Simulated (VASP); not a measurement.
Computed with PBE GGA, VASP's PBE PAW potentials (set 64) (plane waves; VASP).

Input for VASP

INCAR:
```
SYSTEM = Cd
PREC = Accurate
ENCUT = 400
EDIFF = 1E-8
NELM = 100
ALGO = Normal
LREAL = .FALSE.
LASPH = .TRUE.
ISMEAR = 1
SIGMA = 0.1
GGA = PE
LMAXMIX = 4
LWAVE = .FALSE.
LCHARG = .FALSE.
IBRION = 1
ISIF = 2
NSW = 30
EDIFFG = -0.001
```

POSCAR:
```
Cd
1.0
  1.4965650857  -2.5921270655   0.0000000000
  1.4965650857   2.5921270655   0.0000000000
  0.0000000000   0.0000000000   5.8510063721
Cd
2
Cart
  1.4965650857   0.8640440833   1.4627515930
  1.4965650857  -0.8640440833   4.3882547791
```

KPOINTS:
```
Regular mesh
0
Gamma
  13 13 6
0 0 0
```

POTCAR, in this order: Cd (PBE.64 set). Program: vasp_std.

**Question.** What will the output report for the number of irreducible k-points (NKPTS), largest plane-wave count, number of space-group operations, FFT grid (NGX, NGY, NGZ)?

**Answer.** 
```yaml
number of irreducible k-points (NKPTS): 84
largest_plane_wave_count: 847
number_of_space_group_operations: 24
FFT grid (NGX, NGY, NGZ): 20 × 20 × 40
```

The compound is Cd in the hcp structure. It was relaxed first, which changed the volume by +5 %. The start is the result of an earlier pass.
